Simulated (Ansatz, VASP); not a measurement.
# PbO2: VASP beside Ansatz

Wanted: the spread between two codes on one cell, functional and k mesh. The cell is taken from a series of runs on this material, whose earlier steps may have relaxed, scaled, displaced or heated it; both programs get it as it stands.

Method: plane waves, with VASP 6.6.1 beside it; PBEsol, in Ansatz 0.2.0.

### 1. The structure

It takes space group Fm-3m (No. 225, cubic). The conventional cell has a = 5.326 Å, b = 5.326 Å, c = 5.326 Å, α = 90.00°, β = 90.00°, γ = 90.00°. Nearest to Pb lie 8 O at 2.31 Å. O has 4 Pb at 2.31 Å nearest. Farther neighbours and most contacts between anions are not listed.

As a file:

```xyz
3
Lattice="0.0000 2.6630 2.6630 2.6630 0.0000 2.6630 2.6630 2.6630 0.0000" Properties=species:S:1:pos:R:3 pbc="T T T"
Pb    0.0000    0.0000    0.0000
O     1.3315    1.3315    1.3315
O     3.9946    3.9946    3.9946
```

### 2. VASP: relaxation of cell and atoms, PBEsol, pair 1

The relaxed volume is the usual yardstick between codes: in a stiff, nearly cubic crystal its relative difference is about their pressure difference at one cell divided by the bulk modulus.

Lines of VASP's logs that name or quote its potential files are left out, and so is its time.

Contents of INCAR:

```
SYSTEM = PbO2
PREC = Accurate
ENCUT = 600
EDIFF = 1E-07
NELM = 120
ISMEAR = 0
SIGMA = 0.1
LREAL = .FALSE.
ALGO = Normal
GGA = PS
NBANDS = 19
LORBIT = 11
LWAVE = .FALSE.
LCHARG = .FALSE.
ISIF = 3
IBRION = 2
NSW = 80
EDIFFG = -0.005
LASPH = .TRUE.
GGA_COMPAT = .FALSE.
NELMIN = 4
KPAR = 2
```

Contents of POSCAR:

```
PbO2
1.0
    0.0000000000      2.6630400000      2.6630400000
    2.6630400000      0.0000000000      2.6630400000
    2.6630400000      2.6630400000      0.0000000000
Pb O
1 2
Direct
    0.0000000000      0.0000000000      0.0000000000
    0.2500000000      0.2500000000      0.2500000000
    0.7500000000      0.7500000000      0.7500000000
```

Contents of KPOINTS:

```
Automatic mesh
0
Gamma
14 14 14
0 0 0
```

The projector-augmented-wave data sets are Pb_d and O (PBE family, release 64).

Command:

```
$ mpirun -np 2 vasp_std
```

Numbers of over 12 decimals in the logs are rounded to 6 here.

Output:

```text
[banner, memory and clock lines left out]
running    2 mpi-ranks, on    1 nodes
 distrk:  each k-point on    1 cores,    2 groups
 distr:  one band on    1 cores,    1 groups

 POSCAR found type information on POSCAR PbO
 POSCAR found :  2 types and       3 ions
|                                                                             |
|               ----> ADVICE to this user running VASP <----                  |
|                                                                             |
|     You enforced a specific xc type in the INCAR file but a different       |
|     [... a line on the potential file left out ...]
|     I HOPE YOU KNOW WHAT YOU ARE DOING!                                     |
|                                                                             |

 LDA part: xc-table for (Slater+PW92), standard interpolation
 POSCAR, INCAR and KPOINTS ok, starting setup
 FFT: planning ... GRIDC
 FFT: planning ... GRID_SOFT
 FFT: planning ... GRID
 WAVECAR not read
 entering main loop
       N       E                     dE             d eps       ncg     rms          rms(c)
DAV:   1     0.278810390130E+03    0.27881E+03   -0.15074E+04  3982   0.186E+03
DAV:   2     0.701968166727E+01   -0.27179E+03   -0.26014E+03  4277   0.459E+02
DAV:   3    -0.184346392374E+02   -0.25454E+02   -0.24791E+02  4696   0.144E+02
DAV:   4    -0.192247519978E+02   -0.79011E+00   -0.78863E+00  4476   0.250E+01
DAV:   5    -0.192457797906E+02   -0.21028E-01   -0.21026E-01  5050   0.433E+00    0.885E+00
DAV:   6    -0.168358941033E+02    0.24099E+01   -0.98514E+00  5923   0.428E+01    0.285E+00
DAV:   7    -0.168178310432E+02    0.18063E-01   -0.49519E-01  4191   0.733E+00    0.167E+00
DAV:   8    -0.168058336675E+02    0.11997E-01   -0.14615E-01  4108   0.385E+00    0.734E-01
DAV:   9    -0.167975741242E+02    0.82595E-02   -0.24780E-02  5508   0.193E+00    0.129E-01
DAV:  10    -0.167980514711E+02   -0.47735E-03   -0.32429E-03  4108   0.426E-01    0.519E-02
DAV:  11    -0.167980728658E+02   -0.21395E-04   -0.77801E-05  4637   0.732E-02    0.265E-02
DAV:  12    -0.167980726722E+02    0.19358E-06   -0.26797E-05  4288   0.411E-02    0.736E-03
DAV:  13    -0.167980723616E+02    0.31058E-06   -0.27404E-06  4527   0.137E-02    0.580E-04
DAV:  14    -0.167980723599E+02    0.17699E-08   -0.11971E-07  3529   0.448E-03
   1 F= -.16798072E+02 E0= -.16796713E+02  d E =-.167981E+02
 curvature:   0.00 expect dE= 0.000E+00 dE for cont linesearch  0.000E+00
 trial: gam= 0.00000 g(F)=  0.482E-46 g(S)=  0.421E-03 ort = 0.000E+00 (trialstep = 0.100E+01)
 search vector abs. value=  0.421E-03
 bond charge predicted
       N       E                     dE             d eps       ncg     rms          rms(c)
DAV:   1    -0.168022204899E+02   -0.41481E-02   -0.12793E-01  5051   0.668E+00    0.401E-01
DAV:   2    -0.167987136526E+02    0.35068E-02   -0.89226E-03  5165   0.153E+00    0.127E-01
DAV:   3    -0.167981392494E+02    0.57440E-03   -0.15038E-03  4996   0.105E+00    0.269E-02
DAV:   4    -0.167981230212E+02    0.16228E-04   -0.18558E-04  6149   0.225E-01    0.835E-03
DAV:   5    -0.167981200265E+02    0.29948E-05   -0.15779E-05  4701   0.361E-02    0.283E-03
DAV:   6    -0.167981194282E+02    0.59824E-06   -0.11954E-06  5025   0.288E-02    0.134E-03
DAV:   7    -0.167981197816E+02   -0.35336E-06   -0.37651E-07  4117   0.666E-03    0.258E-04
DAV:   8    -0.167981198189E+02   -0.37280E-07   -0.75622E-09  2147   0.111E-03
   2 F= -.16798120E+02 E0= -.16796702E+02  d E =-.474590E-04
 trial-energy change:   -0.000047  1 .order   -0.000052   -0.000421    0.000318
 step:   0.5615(harm=  0.5697)  dis= 0.00000  next Energy=   -16.798190 (dE=-0.118E-03)
 bond charge predicted
       N       E                     dE             d eps       ncg     rms          rms(c)
DAV:   1    -0.167989774309E+02   -0.85765E-03   -0.24507E-02  5042   0.291E+00    0.176E-01
DAV:   2    -0.167982996016E+02    0.67783E-03   -0.17100E-03  5162   0.670E-01    0.559E-02
DAV:   3    -0.167981886888E+02    0.11091E-03   -0.29021E-04  4989   0.461E-01    0.117E-02
DAV:   4    -0.167981870984E+02    0.15904E-05   -0.35397E-05  6140   0.978E-02    0.366E-03
DAV:   5    -0.167981888915E+02   -0.17931E-05   -0.29947E-06  4774   0.157E-02    0.122E-03
DAV:   6    -0.167981890408E+02   -0.14928E-06   -0.21951E-07  4337   0.125E-02    0.586E-04
DAV:   7    -0.167981887983E+02    0.24242E-06   -0.60849E-08  2697   0.289E-03    0.106E-04
DAV:   8    -0.167981887792E+02    0.19153E-07   -0.10196E-08  2069   0.122E-03
   3 F= -.16798189E+02 E0= -.16796796E+02  d E =-.116419E-03
 curvature:  -0.28 expect dE=-0.158E-07 dE for cont linesearch -0.158E-07
 trial: gam=-0.01135 g(F)=  0.218E-46 g(S)=  0.555E-07 ort = 0.484E-05 (trialstep = 0.912E+00)
 search vector abs. value=  0.107E-09
 reached required accuracy - stopping structural energy minimisation
```

OUTCAR, selected parts (step 2):

```text
ion  position               nearest neighbor table
   1  0.000  0.000  0.000-   3 2.31   3 2.31   3 2.31   2 2.31   2 2.31   2 2.31   3 2.31   2 2.31

  LATTYP: Found a face centered cubic cell.
 ALAT       =     5.3260800000

 Subroutine GETGRP returns: Found 48 space group operations
 (whereof 48 operations were pure point group operations)

The static configuration has the point symmetry O_h .

 Found    104 irreducible k-points:

   k-points           NKPTS =    104   k-points in BZ     NKDIM =    104   number of bands    NBANDS=     19

   dimension x,y,z NGX =    30 NGY =   30 NGZ =   30
   dimension x,y,z NGXF=    60 NGYF=   60 NGZF=   60

   ENCUT  =  600.0 eV  44.10 Ry    6.64 a.u.   7.52  7.52  7.52*2*pi/ulx,y,z

   NELECT =      26.0000    total number of electrons

 k-points in reciprocal lattice and weights: Automatic mesh
   0.00000000  0.00000000  0.00000000       0.000
   0.07142857  0.00000000  0.00000000       0.003
   0.14285714  0.00000000  0.00000000       0.003
   0.21428571  0.00000000  0.00000000       0.003
   0.28571429  0.00000000  0.00000000       0.003
   0.35714286  0.00000000  0.00000000       0.003
   0.42857143  0.00000000  0.00000000       0.003
   0.50000000  0.00000000  0.00000000       0.001
   0.07142857  0.07142857  0.00000000       0.002
[...]
-0.28571429  0.42857143  0.21428571       0.009
  -0.28571429  0.50000000  0.21428571       0.004

 average (electrostatic) potential at core
       1 -89.6463       2 -68.0003       3 -68.0003

 E-fermi :   6.0283

 k-point     1 :       0.0000    0.0000    0.0000
  band No.  band energies     occupation
    ...
     10       3.9663      2.00000
     11       3.9663      2.00000
     12       4.7213      2.00000
     13       4.7213      2.00000
     14       4.7213      2.00000
     15      12.9736      0.00000
     16      12.9736      0.00000
     17      12.9736      0.00000
     18      17.7140      0.00000
     19      21.6393      0.00000

 k-point     2 :       0.0714    0.0000    0.0000
  band No.  band energies     occupation
    ...
     10       3.9133      2.00000
     11       3.9133      2.00000
     12       4.7159      2.00000
     13       4.7159      2.00000
     14       5.3588      2.00000
     15      12.8392      0.00000
     16      13.0890      0.00000
     17      13.0890      0.00000
     18      18.1585      0.00000
     19      21.5957      0.00000

 k-point     3 :       0.1429    0.0000    0.0000
  band No.  band energies     occupation
    ...
      9       3.6503      2.00000
     10       3.7714      2.00000
     11       3.7714      2.00000
     12       4.6965      2.00000
     13       4.6965      2.00000
     14       6.2850      0.00028
     15      12.6170      0.00000
     16      13.4188      0.00000
     17      13.4188      0.00000
     18      19.2403      0.00000
    ...

  Total        0.0010729      0.0010729      0.0010729      0.0000000      0.0000000     -0.0000000
  in kB        0.0453947      0.0453947      0.0453947      0.0000000      0.0000000     -0.0000000
  external PRESSURE =       0.0453947 kB  Pullay stress =       0.0000000 kB

  energy-cutoff  :      600.00
  volume of cell :       37.87
      direct lattice vectors                 reciprocal lattice vectors
    -0.000000000  2.665287219  2.665287219    -0.187597043  0.187597043  0.187597043
     2.665287219  0.000000000  2.665287219     0.187597043 -0.187597043  0.187597043
     2.665287219  2.665287219  0.000000000     0.187597043  0.187597043 -0.187597043

 POSITION                                       TOTAL-FORCE (eV/Angst)
 -----------------------------------------------------------------------------------
      0.00000      0.00000      0.00000        -0.000000      0.000000     -0.000000
      1.33264      1.33264      1.33264         0.000000      0.000000     -0.000000
      3.99793      3.99793      3.99793        -0.000000     -0.000000      0.000000
 -----------------------------------------------------------------------------------
    total drift:                                0.000000     -0.000000      0.000000

  FREE ENERGIE OF THE ION-ELECTRON SYSTEM (eV)
  ---------------------------------------------------
  free  energy   TOTEN  =       -16.7981887792 eV

  energy  without entropy=      -16.7954040863  energy(sigma->0) =      -16.79679643

 reached required accuracy - stopping structural energy minimisation

 total charge
# of ion       s       p       d       tot
------------------------------------------
    1        1.036   0.707   9.996  11.740
    2        1.585   3.350   0.000   4.934
    3        1.585   3.350   0.000   4.934
--------------------------------------------------
tot          4.205   7.407   9.996  21.608

[... 3 further parts left out ...]
```

CONTCAR:

```
PbO2
   1.00000000000000
    -0.0000000000000000    2.6652872190147177    2.6652872190147177
     2.6652872190147177    0.0000000000000000    2.6652872190147177
     2.6652872190147177    2.6652872190147177    0.0000000000000000
  Pb              O
     1     2
Direct
     0.0000000000000000    0.0000000000000000    0.0000000000000000
     0.2500000000000000    0.2500000000000000    0.2500000000000000
     0.7500000000000000    0.7500000000000000    0.7500000000000000
```

### 3. Ansatz: relaxation of cell and atoms, PBEsol, pair 1

Ansatz runs on its PAW soft_1 files.

The same cell, functional, mesh and smearing now go to Ansatz, which takes its cutoff from its data sets.

Contents of input.yaml:

```yaml
crystal:
  lattice:
    - [0.0, 2.6630401718, 2.6630401718]
    - [2.6630401718, 0.0, 2.6630401718]
    - [2.6630401718, 2.6630401718, 0.0]
  atoms:
    - { symbol: Pb, position: [0.0, 0.0, 0.0] }
    - { symbol: O, position: [0.25, 0.25, 0.25] }
    - { symbol: O, position: [0.75, 0.75, 0.75] }
kpoints:
  mp_grid: { grid: [14, 14, 14] }
hamiltonian:
  xc: pbesol
  pseudopotentials: { kind: paw, azcp: { folder: soft_1 }, xc_functional: pbe }
scf:
  occupations: { method: gaussian, width: 0.1 }
output:
  forces: true
  stress: true
  eigenvalues: true
relax:
  adjacent_minimum: "off"
  f_tol: 0.005
  max_steps: 80
  cell: { stress_tol: 0.05 }
```

Command:

```
$ ansatz run input.yaml --threads 4 --pin off --max-ram 10240MiB --backend cpu --events-out ev --progress --plain --runs-dir out
```

Output:

```text
Engine: ansatz 0.2.0, aarch64-unknown-linux-gnu
Pseudopotentials: kind: paw
Pseudopotential: Pb, paw, valence charge 14, recommended cutoff 420 eV (normal), soft_1/Pb.paw.azcp
Pseudopotential: O, paw, valence charge 6, recommended cutoff 420 eV (normal), soft_1/O.paw.azcp
Functional definition: PBEsol
  exchange = pbesol_x
  correlation = pbesol_c
Crystal: 3 atoms, lattice volume = 37.771 Å³
Basis set: ecut = 420 eV, 725 PW (Γ), exchange–correlation on 54×54×54 points (8 copies of the dense FFT grid, shifted against one another)
Bands: 17, of which v1, the nominal top of the filled ones, is band 13 counted from 1 (12 counted from 0)
Symmetry: 48 space group operations
Space group: Fm-3m (ITA 225), of the structure as read, at distance tolerance 3.4e-5 Å
k-points: 104 of 2744
Non-local potential: Pb, projectors of the file, l = 0: 2, l = 1: 2, l = 2: 2, l = 3: 1
Non-local potential: O, projectors of the file, l = 0: 2, l = 1: 2, l = 2: 1
PAW form: soft (Blöchl's): semilocal exchange-correlation on the pseudo side does not see the compensation charge
PAW frozen core: Pb, regenerated for the run's functional, and the local potential with it (the file was generated under x = pbe(κ = 0.804, μ = 0.219515), c = pbe(β = 0.066725))
PAW frozen core: O, regenerated for the run's functional, and the local potential with it (the file was generated under x = pbe(κ = 0.804, μ = 0.219515), c = pbe(β = 0.066725))
PAW one-centre angular grid: Pb, 590 points (default); XC on 64 Gauss nodes
PAW one-centre angular grid: O, 110 points (default); XC on 64 Gauss nodes
Initial density: superposition of atomic densities (chi_scale 0.1, normalization cell, long waves kept (reshape's long-wave potential 0.00 eV rms))
Initial wavefunctions: pseudopotential atomic-orbital guess
Functional: x = pbesol(κ = 0.804, μ = 0.123457), c = pbesol(β = 0.046)
SCF iter   1: F=—  HF=-12876.468884 eV  |F-HF|=—  |Δ(HF+E_count)|=         —  Δρ=6.74e-2  dr2=1.50e0  ethr=3.10e-3  ⟨swp⟩=5.8  Hψ=9229  notcnv=0
preconditioner: auto → none  [insulator: Δε(μ)=0.127 eV  Ē_g=17.130 eV  σ=0.100 eV  W_gap=0.57  n_scr=14 (ndim 8)  ℏωp=30.8 eV  f_vac=0.002  D(μ)=0.30/eV (n_scr^D=0)  ε∞_Penn≈4.2]
SCF iter   2: F=—  HF=-12876.162869 eV  |F-HF|=—  |Δ(HF+E_count)|=   3.06e-1  Δρ=2.88e-2  dr2=2.66e-1  ethr=3.10e-3  ⟨swp⟩=2.4  Hψ=3171  notcnv=0
SCF iter   3: F=—  HF=-12876.111666 eV  |F-HF|=—  |Δ(HF+E_count)|=   5.12e-2  Δρ=3.71e-3  dr2=3.29e-3  ethr=1.02e-3  ⟨swp⟩=3.6  Hψ=3073  notcnv=0
SCF iter   4: F=—  HF=-12876.111602 eV  |F-HF|=—  |Δ(HF+E_count)|=   6.46e-5  Δρ=3.60e-4  dr2=2.75e-5  ethr=1.26e-5  ⟨swp⟩=2.4  Hψ=3838  notcnv=0
SCF iter   5: F=—  HF=-12876.111619 eV  |F-HF|=—  |Δ(HF+E_count)|=   1.75e-5  Δρ=9.75e-5  dr2=2.03e-6  ethr=1.06e-7  ⟨swp⟩=2.1  Hψ=3084  notcnv=0
SCF iter   6: F=-12876.111623 eV  HF=-12876.111623 eV  |F-HF|=5.28e-8  |Δ(HF+E_count)|=   3.48e-6  Δρ=1.04e-5  dr2=2.07e-8  ethr=3.85e-10  ⟨swp⟩=6.2  Hψ=10240  notcnv=0
SCF 1 converged in 6 iterations: F = -12876.111623 eV  dr2 = 2.07e-8
  greatest PAW one-centre occupation: 0.986 electrons in one spin orbital (limit 2), on the Pb atom at site 0 (counted from 0), in its partial waves of l = 2
relax step   1: F+E_penalty+E_count = -12876.11162267 eV  Δ(F+E_penalty+E_count) = +0.000e0 eV  max|allowed force component| = 1.542e-17 eV/Å  Δτ_max = 0.0000 Å  P = +0.254 GPa  Ω = 37.771 Å³  (6 SCF iters, dr2 threshold 1.00e-7 eV, accepted)
[...]
relax step   2: F+E_penalty+E_count = -12876.11148027 eV  Δ(F+E_penalty+E_count) = +1.424e-4 eV  max|allowed force component| = 9.714e-17 eV/Å  Δτ_max = 0.0000 Å  P = -0.048 GPa  Ω = 37.844 Å³  energy of the carried Pulay correction = -1.884e-4 eV  (4 SCF iters, dr2 threshold 1.61e-7 eV, accepted)
[...]
relax step   3: F+E_penalty+E_count = -12876.11171515 eV  Δ(F+E_penalty+E_count) = -2.349e-4 eV  max|allowed force component| = 9.560e-17 eV/Å  Δτ_max = 0.0000 Å  P = -0.040 GPa  Ω = 37.844 Å³  stress off target by 3.95e-2 GPa  SCF on the basis re-selected at this cell (its energy is not comparable with the rows above)  (5 SCF iters)
basis re-selected at this cell: Δ(F+E_penalty+E_count) = -2.349e-4 eV, ΔP = +0.009 GPa vs the last step (what re-selecting the basis moved, of the pressure what is left beyond the Pulay correction that the steps carried, after the strain that the cell walked since its last selection, with what the two solves' SCF thresholds leave and, on support functions, any second-order correction that the steps lacked; it is no m [...]
SCF converged after 5 iterations
Free energy (F): -12876.111715 eV
Harris-Foulkes:  -12876.111715 eV  (|F-HF|=4.18e-11)
Internal energy: -12876.108977 eV  (E = F + TS)
E sigma→0 (E₀):  -12876.110346 eV
Entropy (-TS):   -0.002738 eV (-0.913 meV/atom)
Fermi energy:    10.336786 eV
--- Per-component energies (eV) ---
  E_band       = 10.740242
  E_kinetic    = 630.151296
  E_local      = -1424.903801  (includes V_loc(G=0)·N_el)
  E_nonlocal   = 420.114897
  E_hartree    = 537.030135
  E_xc         = -339.721721
  E_vxc        = -312.955454  (∫ρ·V_xc dr)
  E_paw        = -10568.945444  (= ΣΔE_a)
  E_vpaw       = -375.728437  (= ΣTr[D̂ρ^β])
  E_aug_tail   = 0.001506  (compensation charges beyond the density's cutoff)
  E_ewald      = -2129.968592
  E_core_change = 0.132746  (= ΣΔE_core)
  E_smearing   = -0.002738  (= −TS)
  E_closure    = -0.000000  (closes the sum)
  Σ components = -12876.111715   (vs F -12876.111715, Δ=0.00e0)
--- Forces (eV/Å), atoms counted from 1 ---
  atom   1  Pb    -0.00000000     0.00000000    -0.00000000
  atom   2  O      0.00000000     0.00000000     0.00000000
  atom   3  O     -0.00000000    -0.00000000    -0.00000000
  max |Σ_I F_I| component: 2.31e-17 eV/Å
--- Stress (GPa, compression-positive) ---
       -0.039508      -0.000000      -0.000000
       -0.000000      -0.039508      -0.000000
       -0.000000      -0.000000      -0.039508
  P = ⅓ Tr σ = -0.0395 GPa (-0.395 kbar)
--- Band table (eV; the first three rows and the last of 104) ---
  k-point 0: bands = [... 9 lower, 8.2788, 8.2788, 9.0307, 9.0307, 9.0307, 17.3061, 17.3061, 17.3061]
  k-point 1: bands = [... 9 lower, 8.2257, 8.2257, 9.0253, 9.0253, 9.6706, 17.1698, 17.4212, 17.4212]
  k-point 2: bands = [... 9 lower, 8.0836, 8.0836, 9.0062, 9.0062, 10.5982, 16.9439, 17.7504, 17.7504]
  k-point 103: bands = [... 9 lower, 7.1281, 8.1009, 9.8973, 10.3465, 12.7413, 18.6019, 19.3485, 19.5633]
--- Relaxed structure (2 steps of the walk, 2 accepted, 1 SCFs on fresh bases) ---
  F+E_penalty+E_count = -12876.11171515 eV   max|allowed force component| = 9.560e-17 eV/Å   (the final SCF, on the basis selected at the relaxed cell)
  cell:  # Å, volume = 37.8438 Å³
    - [0, 2.664742, 2.664742]
    - [2.664742, 0, 2.664742]
    - [2.664742, 2.664742, 0]
  atoms:
    - { symbol: Pb, position: [0, 0, 0] }
    - { symbol: O, position: [0.250000, 0.250000, 0.250000] }
    - { symbol: O, position: [0.750000, 0.750000, 0.750000] }
```

### 4. Comparison

Known differences besides the potentials themselves: the cutoff is 420 eV in Ansatz and 600 eV in VASP; Ansatz makes its cores anew for this functional, VASP keeps those of its PBE data sets; Ansatz adds a Pulay correction to the stress that steers its cell, VASP none. Total energies have different zeros and are not compared.

Both answers:

```tsv
quantity	Ansatz	VASP	difference
volume (Å³)	37.84	37.87	-0.06 %
edge a after relaxation, in the typed setting (Å)	3.768	3.769	-0.02 %
```

(Continued in part 2 of 2.)

[Lines on the potential files, build, host, timing and source positions are cut from VASP's logs without a mark.]

[Logs are printed without paths, hosts, clocks, repeated set-up lines and the standing remarks that a program may print on its own settings, such as how far it seeks lower states.]

[Hosts, paths, dates, database ids (printed as entryN), source tags and the programs' standing remarks are cut or masked in the printed files.]
